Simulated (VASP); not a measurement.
Data:

```xyz
2
Lattice="0.0000 2.1838 2.1838 2.1838 0.0000 2.1838 2.1838 2.1838 0.0000" Properties=species:S:1:pos:R:3 pbc="T T T"
Al     0.0000     0.0000     0.0000
N      1.0919     1.0919     1.0919
```

These are r2SCAN meta-GGA, VASP's PBE PAW potentials (set 64) (plane waves; VASP) values and carry that method's errors. Numerical set-up: 600 eV cut-off, 10×10×10 Γ-centred mesh, Gaussian smearing of 0.050 eV, potentials Al N.

Each relaxation starts from this cell; other phases were not tried.

The cell is relaxed at 1 GPa. What happens?

The volume per atom goes from 10.41 to 10.37 Å³ (-0.4 %), and the cell becomes a = b = c = 4.3612 Å, α = β = γ = 90.00°, space group F-43m. The gap on the mesh goes from 3.93 to 3.94 eV.

The cell is relaxed at 5 GPa. What happens?

The volume per atom goes from 10.41 to 10.19 Å³ (-2.2 %), and the cell becomes a = b = c = 4.3355 Å, α = β = γ = 90.00°, space group F-43m. The gap on the mesh goes from 3.93 to 3.95 eV.

Failed runs are left out, and for metals the shear rows, which the mesh's noise covers.

The compound is AlN in the zinc blende structure, a metastable form; wurtzite is the usual one.
